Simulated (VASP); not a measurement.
Crystal: GaAs.

```
CELL_PARAMETERS angstrom
0.00000 2.82685 2.82685
2.82685 0.00000 2.82685
2.82685 2.82685 0.00000
ATOMIC_POSITIONS crystal
Ga 0.00000 0.00000 0.00000
As 0.75000 0.75000 0.75000
```

* Program: VASP 6.6.1
* Task: relaxation of cell and atoms
* Functional: PBE
* Potentials or basis: VASP PAW PBE potentials, release 64 (Ga_d, As)
* Cutoff: 520 eV
* k mesh: 8 × 8 × 8
* Occupations: gaussian, width 0.1 eV
* Spin: no spin polarisation

At the start: pressure 3.4 GPa; volume 22.59 Å³/atom.

**Question.** Where does the relaxation end?

**Answer.** Over 3 steps the energy falls by 12.1 meV/atom and the volume is 23.77 Å³/atom (+5.2 %); space group F-43m (No. 216, to 0.05 Å).

Step by step:
```csv
step,energy change (eV),largest force (eV/Å),pressure (GPa),volume (Å³)
1,0.0000,0.0000,3.45,45.18
2,-0.0212,0.0000,-1.00,48.43
3,-0.0241,0.0000,-0.06,47.54
```

Final structure:
```
CELL_PARAMETERS angstrom
0.00000 2.87533 2.87533
2.87533 0.00000 2.87533
2.87533 2.87533 0.00000
ATOMIC_POSITIONS crystal
Ga 0.00000 0.00000 0.00000
As 0.75000 0.75000 0.75000
```
